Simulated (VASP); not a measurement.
```yaml
crystal:
  lattice:
    - [-1.61346, 5.23126, 2.69021]
    - [1.61346, -5.23126, 2.69021]
    - [1.61346, 5.23126, -2.69021]
  atoms:
    - { symbol: Mg, position: [0.16256, 0.66256, 0.50000] }
    - { symbol: Mg, position: [0.75094, 0.00197, 0.74897] }
    - { symbol: Mg, position: [0.25300, 0.00197, 0.25103] }
    - { symbol: Sn, position: [0.66683, 0.66683, 0.00000] }
```

The numbers are results of PBEsol GGA, VASP's PBE PAW potentials (set 64) (plane waves; VASP), not measurements. Settings: 400 eV cut-off, 12×12×12 Γ-centred mesh, tetrahedra with Blöchl corrections, potentials Mg Sn_d.

The cores are frozen, which limits the accuracy of field gradients.

**Question.** Give the principal components of the electric field gradient (V/Å²) and the asymmetry η at each nucleus.

**Answer.** 
```
atom   Vxx   Vyy    Vzz     η
----  ----  ----  -----  ----
Mg1    1.8   1.6   -3.4  0.04
Mg2   -3.6  -0.7    4.3  0.69
Mg3   -3.6  -0.7    4.3  0.69
Sn4   46.7   8.5  -55.2  0.69
```

The structure comes from a computed database's Mg3Sn entry (Imm2); how it stands against other phases isn't given here. It was relaxed first.
